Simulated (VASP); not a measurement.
A run of VASP 6.6.1:

The input INCAR:

```
SYSTEM = Ce
PREC = Accurate
ENCUT = 600
EDIFF = 1E-6
ISMEAR = 1
SIGMA = 0.1
LREAL = .FALSE.
LASPH = .TRUE.
NELM = 150
ALGO = Normal
ISIF = 8
LWAVE = .FALSE.
LCHARG = .FALSE.
ISPIN = 2
MAGMOM = 1
LORBIT = 11
LMAXMIX = 6
GGA = PS
IBRION = 2
NSW = 80
EDIFFG = -0.01
```

The input KPOINTS:

```
Automatic mesh
0
G
  8 8 8
  0 0 0
```

Contents of POSCAR:

```
Ce
1.0
   -1.9433000000      1.9433000000      1.9433000000
    1.9433000000     -1.9433000000      1.9433000000
    1.9433000000      1.9433000000     -1.9433000000
Ce
1
Direct
    0.0000000000      0.0000000000      0.0000000000
```

Potentials or basis: VASP PAW PBE potentials, release 64 (Ce).

Command:

```bash
$ cat potpaw_PBE.64/Ce/POTCAR > POTCAR
$ mpirun -np 1 vasp_std > vasp.out
```

Hardware: 1 thread of AMD EPYC 9R45 96-Core Processor (Zen 5) (shared host).

How long does it take, and how much memory?

Run time: 72 s on 1 thread of AMD EPYC 9R45 96-Core Processor (Zen 5), on a shared host, peak memory 0.17 GiB. Counts: scf iterations 53, k points 29, ion steps 4.
